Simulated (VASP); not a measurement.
The system is CoSn.

```
Co Sn
1.0
     5.24604    0.00000    0.00000
    -2.62302    4.54320    0.00000
     0.00000    0.00000    4.18759
Co Sn
3 3
Direct
  0.00000 0.50000 0.00000
  0.50000 0.50000 0.00000
  0.50000 0.00000 0.00000
  0.66667 0.33333 0.50000
  0.33333 0.66667 0.50000
  0.00000 0.00000 0.00000
```

The cell is a database's computed one.

* Program: VASP 6.6.1
* Task: relaxation of cell and atoms
* Functional: PBE
* Potentials or basis: VASP PAW PBE potentials, release 64 (Co, Sn_d)
* Cutoff: 600 eV
* k mesh: 9 × 9 × 8
* Occupations: gaussian, width 0.1 eV
* Spin: no spin polarisation

At the start: pressure 3.9 GPa; volume 16.63 Å³/atom.

How do energy, volume and symmetry change on relaxing?

Over 3 steps the energy falls by 5.7 meV/atom and the volume is 17.12 Å³/atom (+2.9 %); space group P6/mmm (No. 191, to 0.05 Å).

Step by step:
```
step  energy change (eV)  largest force (eV/Å)  pressure (GPa)  volume (Å³)
   1              0.0000                0.0000            3.93        99.81
   2              0.0013                0.0000           -3.54       105.81
   3             -0.0343                0.0000           -0.03       102.71
```

Final structure:
```
Co Sn
1.0
     5.29616    0.00000    0.00000
    -2.64808    4.58661    0.00000
     0.00000    0.00000    4.22806
Co Sn
3 3
Cartesian
  -1.3240 2.2933 0.0000
  1.3240 2.2933 0.0000
  0.0000 4.5866 0.0000
  2.6481 1.5289 2.1140
  0.0000 3.0577 2.1140
  -2.6481 4.5866 0.0000
```
